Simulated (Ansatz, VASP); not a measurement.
# Pt (Pt(111), 5 layers): VASP beside Ansatz, part 2 of 2

Aim: how closely do two programs agree when they are given the same cell, functional and k mesh? The structure shown is the start of the Ansatz relaxation below; VASP solves that cell, so the two are compared at the walk's first step.

VASP 6.6.1 and Ansatz 0.2.0.

So far: Starting point; Ansatz: relaxation, PBE.

## (3) VASP: single point, PBE, start cell

Level of this step: PBE; plane waves and PAW (Pt) (VASP).

The same cell, functional, mesh and smearing now go to VASP, with its own data sets.

Lines of VASP's logs that name or quote its potential files are left out, and so is its time.

File INCAR:

```
SYSTEM = Pt
PREC = Accurate
ENCUT = 400
EDIFF = 1E-06
NELM = 120
ISMEAR = -1
SIGMA = 0.1
LREAL = .FALSE.
ALGO = Normal
GGA = PE
NBANDS = 31
LASPH = .TRUE.
LORBIT = 11
LWAVE = .FALSE.
LCHARG = .FALSE.
ISIF = 2
LDIPOL = .TRUE.
IDIPOL = 3
DIPOL = 0.5 0.5 0.5
LVHAR = .TRUE.
GGA_COMPAT = .FALSE.
NELMDL = -8
KPAR = 2
```

File POSCAR:

```
Pt
1.0
    2.7718585823      0.0000000000      0.0000000000
    1.3859292911      2.4004999479      0.0000000000
    0.0000000000      0.0000000000     25.0528522209
Pt
5
Direct
    0.6666668796      0.6666665423      0.3193249188
    0.0000000000      0.0000000000      0.4096624572
    0.3333331553      0.3333334794      0.4999999956
    0.6666668796      0.6666665423      0.5903375340
    0.0000000000      0.0000000000      0.6806750724
```

File KPOINTS:

```
Automatic mesh
0
Gamma
12 12 1
0 0 0
```

The projector-augmented-wave data sets are Pt (PBE family, release 64).

Command:

```console
> mpirun -np 2 vasp_std
```

Numbers of over 12 decimals in the logs are rounded to 6 here.

Log:

```text
[banner, memory and clock lines left out]
running    2 mpi-ranks, on    1 nodes
 distrk:  each k-point on    1 cores,    2 groups
 distr:  one band on    1 cores,    1 groups

 POSCAR found type information on POSCAR Pt
 POSCAR found :  1 types and       5 ions
 LDA part: xc-table for (Slater+PW92), standard interpolation
 POSCAR, INCAR and KPOINTS ok, starting setup
 FFT: planning ... GRIDC
 FFT: planning ... GRID_SOFT
 FFT: planning ... GRID
 WAVECAR not read
 entering main loop
       N       E                     dE             d eps       ncg     rms          rms(c)
DAV:   1     0.292358350423E+03    0.29236E+03   -0.20426E+04  1178   0.115E+03
DAV:   2    -0.168064198512E+02   -0.30916E+03   -0.29069E+03  1493   0.263E+02
DAV:   3    -0.309022365550E+02   -0.14096E+02   -0.13260E+02  1492   0.521E+01
DAV:   4    -0.313191155059E+02   -0.41688E+00   -0.40995E+00  1462   0.903E+00
DAV:   5    -0.313332004145E+02   -0.14085E-01   -0.13914E-01  1474   0.154E+00
DAV:   6    -0.313335943444E+02   -0.39393E-03   -0.39381E-03  1612   0.249E-01
DAV:   7    -0.313336044207E+02   -0.10076E-04   -0.10075E-04  1435   0.351E-02
DAV:   8    -0.313336049100E+02   -0.48928E-06   -0.48985E-06  1143   0.646E-03    0.259E+01
DAV:   9    -0.309560862338E+02    0.37752E+00   -0.11027E+01  1319   0.223E+01    0.210E+01
DAV:  10    -0.388360713656E+02   -0.78800E+01   -0.43153E+01  1349   0.568E+01    0.262E+01
DAV:  11    -0.322406047179E+02    0.65955E+01   -0.19346E+01  1318   0.252E+01    0.134E+01
DAV:  12    -0.302054791088E+02    0.20351E+01   -0.12444E+01  1312   0.262E+01    0.990E+00
DAV:  13    -0.295830204348E+02    0.62246E+00   -0.48413E+00  1341   0.145E+01    0.492E+00
DAV:  14    -0.294726557593E+02    0.11036E+00   -0.14445E+00  1379   0.876E+00    0.284E+00
[...]
DAV:  23    -0.294157159485E+02   -0.36597E-05   -0.34056E-06   930   0.123E-02    0.434E-03
DAV:  24    -0.294157253190E+02   -0.93704E-05   -0.25066E-06   931   0.938E-03    0.790E-03
DAV:  25    -0.294157320163E+02   -0.66973E-05   -0.30451E-06   873   0.136E-02    0.189E-03
DAV:  26    -0.294157365499E+02   -0.45337E-05   -0.71195E-07   818   0.445E-03    0.175E-03
DAV:  27    -0.294157394524E+02   -0.29025E-05   -0.34951E-07   800   0.343E-03    0.117E-03
DAV:  28    -0.294157420023E+02   -0.25499E-05   -0.11261E-07   764   0.158E-03    0.828E-04
DAV:  29    -0.294157439370E+02   -0.19347E-05   -0.35398E-08   701   0.698E-04    0.541E-04
DAV:  30    -0.294157448121E+02   -0.87507E-06   -0.33591E-08   708   0.880E-04
   1 F= -.29415745E+02 E0= -.29270008E+02  d E =-.291474E+00
```

From OUTCAR (step 3):

```text
ion  position               nearest neighbor table
   1  0.667  0.667  0.319-   2 2.77   2 2.77   2 2.77
   2  0.000  0.000  0.410-   3 2.77   1 2.77   1 2.77   3 2.77   3 2.77   1 2.77
   3  0.333  0.333  0.500-   4 2.77   2 2.77   2 2.77   4 2.77   2 2.77   4 2.77
   4  0.667  0.667  0.590-   3 2.77   5 2.77   5 2.77   3 2.77   5 2.77   3 2.77
   5  0.000  0.000  0.681-   4 2.77   4 2.77   4 2.77

  LATTYP: Found a hexagonal cell.
 ALAT       =     2.7718585822
 C/A-ratio  =     9.0382865784

 Subroutine GETGRP returns: Found 12 space group operations
 (whereof  6 operations were pure point group operations)

The static configuration has the point symmetry C_3v.
 The point group associated with its full space group is D_3d.

 Found     19 irreducible k-points:

   k-points           NKPTS =     19   k-points in BZ     NKDIM =     19   number of bands    NBANDS=     31

   dimension x,y,z NGX =    18 NGY =   18 NGZ =  168
   dimension x,y,z NGXF=    36 NGYF=   36 NGZF=  336

   ENCUT  =  400.0 eV  29.40 Ry    5.42 a.u.   4.52  4.52 40.85*2*pi/ulx,y,z

   NELECT =      50.0000    total number of electrons

 k-points in reciprocal lattice and weights: Automatic mesh
   0.00000000  0.00000000  0.00000000       0.007
   0.08333333  0.00000000  0.00000000       0.042
   0.16666667  0.00000000  0.00000000       0.042
   0.25000000  0.00000000  0.00000000       0.042
   0.33333333  0.00000000  0.00000000       0.042
   0.41666667  0.00000000  0.00000000       0.042
   0.50000000  0.00000000  0.00000000       0.021
   0.16666667  0.08333333  0.00000000       0.042
   0.25000000  0.08333333  0.00000000       0.083
[...]
-0.41666667  0.25000000  0.00000000       0.083
  -0.33333333  0.33333333  0.00000000       0.014

 dipolmoment           0.000000      0.000000      0.000004 electrons x Angstroem

 average (electrostatic) potential at core
       1 -71.7320       2 -72.1932       3 -72.2860       4 -72.1932       5 -71.7319

 E-fermi :   1.9559

 k-point     1 :       0.0000    0.0000    0.0000
  band No.  band energies     occupation
    ...
     26       1.6136      1.93687
     27       1.6136      1.93687
     28       1.7524      1.76886
     29       1.9466      1.04651
     30       1.9466      1.04651
     31       2.4376      0.01606

 k-point     2 :       0.0833    0.0000    0.0000
  band No.  band energies     occupation
    ...
     25       0.9504      1.99991
     26       0.9923      1.99987
     27       1.5424      1.96850
     28       1.6176      1.93432
     29       1.9613      0.97315
     30       2.7587      0.00065
     31       3.6326      0.00000

 k-point     3 :       0.1667    0.0000    0.0000
  band No.  band energies     occupation
    ...
     24       0.5119      2.00000
     25       0.9584      1.99991
     26       1.0313      1.99981
     27       1.6200      1.93281
     28       1.9965      0.79999
     29       2.2340      0.11673
     30       3.8521      0.00000
     31       5.1894      0.00000

  Total        0.2274334      0.2274334      3.6694183     -0.0000000      0.0000000     -0.0000000
  in kB        2.1859229      2.1859229     35.2677588     -0.0000000      0.0000000     -0.0000000
  external PRESSURE =      13.2132016 kB  Pullay stress =       0.0000000 kB

  energy-cutoff  :      400.00
  volume of cell :      166.70
      direct lattice vectors                 reciprocal lattice vectors
     2.771858582  0.000000000  0.000000000     0.360768766 -0.208289944  0.000000000
     1.385929291  2.400499948  0.000000000     0.000000000  0.416579888  0.000000000
     0.000000000  0.000000000 25.052852221     0.000000000  0.000000000  0.039915615

 POSITION                                       TOTAL-FORCE (eV/Angst)
 -----------------------------------------------------------------------------------
      2.77186      1.60033      8.00000         0.000000      0.000000     -0.524550
      0.00000      0.00000     10.26321         0.000000      0.000000      0.223287
      1.38593      0.80017     12.52643        -0.000000     -0.000000      0.000000
      2.77186      1.60033     14.78964        -0.000000      0.000000     -0.223287
      0.00000      0.00000     17.05285        -0.000000     -0.000000      0.524550
 -----------------------------------------------------------------------------------
    total drift:                               -0.000114      0.000053      0.000504

  FREE ENERGIE OF THE ION-ELECTRON SYSTEM (eV)
  ---------------------------------------------------
  free  energy   TOTEN  =       -29.4157448121 eV

  energy  without entropy=      -29.1242703631  energy(sigma->0) =      -29.27000759

 vacuum level on the upper side and lower side of the slab         7.624         7.624

 total charge
# of ion       s       p       d       tot
------------------------------------------
    1        0.640   0.473   8.014   9.127
    2        0.631   0.605   8.046   9.282
    3        0.641   0.615   8.037   9.293
    4        0.631   0.605   8.046   9.282
    5        0.640   0.473   8.014   9.127
--------------------------------------------------
tot          3.184   2.771  40.157  46.111

[... 3 further parts left out ...]
```

## (4) Comparison

Known differences besides the potentials themselves: the data sets hold 90 valence electrons in Ansatz (on its default PAW (the set named soft_2) files) and 50 in VASP; the cutoff is 420 eV in Ansatz and 400 eV in VASP. Total energies have different zeros and are not compared.

Forces (eV/Å; atoms numbered as in POSCAR):

| atom | Ansatz x, y, z | VASP x, y, z |
| --- | --- | --- |
| Pt1 | 0.000, 0.000, -0.546 | 0.000, 0.000, -0.525 |
| Pt2 | 0.000, 0.000, 0.227 | 0.000, 0.000, 0.223 |
| Pt3 | 0.000, 0.000, 0.000 | 0.000, 0.000, 0.000 |
| Pt4 | 0.000, 0.000, -0.227 | 0.000, 0.000, -0.223 |
| Pt5 | 0.000, 0.000, 0.546 | 0.000, 0.000, 0.525 |

The forces differ by 8.0 meV/Å r.m.s., which is 3.8 % of the r.m.s. force of 0.208 eV/Å (both taken over all components). With vacuum in the cell, a pressure given here is an average over mostly empty space and none of the material.

## (5) Outcome

```json
{"r.m.s. force difference (single point, PBE, start cell)": "3.8 % of the r.m.s. force"}
```

In words: The r.m.s. force difference is 3.8 % of the r.m.s. force (single point, PBE, start cell), beyond the 3 % picked in this series as the mark of a large difference. The data sets hold unlike numbers of valence electrons (90 in Ansatz and 50 in VASP), so part of the differences comes from the potentials. 1 further run of this series is not shown here. Such differences can come from data sets, numerical settings and the points named under the comparisons, not from the functional's error against experiment.

[Lines on the potential files, build, host, timing and source positions are cut from VASP's logs without a mark.]

[Logs are printed without paths, hosts, clocks, repeated set-up lines and the standing remarks that a program may print on its own settings, such as how far it seeks lower states.]

[Hosts, paths, dates, database ids (printed as entryN), source tags and the programs' standing remarks are cut or masked in the printed files.]
